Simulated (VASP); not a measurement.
Here is a VASP 6.6.1 calculation.

Contents of INCAR:

```
ALGO = Fast
EDIFF = 1E-4
EDIFFG = -0.08
ENCUT = 520
GGA = PE
IBRION = 2
ISIF = 3
ISMEAR = 0
LASPH = True
LCHARG = False
LREAL = False
LWAVE = False
NELM = 60
NSW = 24
PREC = Normal
SIGMA = 0.15
```

KPOINTS

```
k-points
0
Gamma
  3 3 3
```

POSCAR

```
Be3Se2S
1.0
    4.3833270100      0.0000000000      0.0000000000
    0.7083743600      4.4521738600      0.0000000000
    0.4719402000      0.0651681100      5.3873298300
Be Se S
3 2 1
Direct
    0.8163510000      0.5445079800      0.0435370000
    0.4375880100      0.9851430100      0.2684570000
    0.0117170000      0.2839469900      0.6025340000
    0.0152640000      0.0111730000      0.0235820000
    0.5419309700      0.4411869900      0.4462560100
    0.3021500100      0.7340419900      0.7406349800
```

Potentials or basis: VASP PAW PBE potentials, release 64 (Be, Se, S).

Launch:

```console
$ cat potpaw_PBE.64/Be/POTCAR potpaw_PBE.64/Se/POTCAR potpaw_PBE.64/S/POTCAR > POTCAR
$ mpirun -np 1 vasp_std > vasp.out
```

Problem. Estimate the space group after relaxing (to 0.05 Å).

Solution. Imm2 (No. 44).

Problem. Predict the band gap on the k mesh.

Solution. 3.04 eV, indirect (least direct gap 3.19 eV).

Problem. What does it give for the relaxed volume?

Solution. 16.39 Å³/atom.

Problem. Predict the relaxed cell.

Solution. a = 5.040 Å, b = 3.635 Å, c = 6.201 Å, α = 72.83°, β = 113.83°, γ = 90.01°.

Stress tensor (GPa, compression positive):
```
-0.29  0.06 -0.03
 0.06  0.08 -0.18
-0.03 -0.18  0.27
```

Caveat: the k mesh is coarse (spacing up to 0.49 Å⁻¹), so the values aren't converged; an odd mesh through Γ misses points on the zone boundary, where band edges often lie.
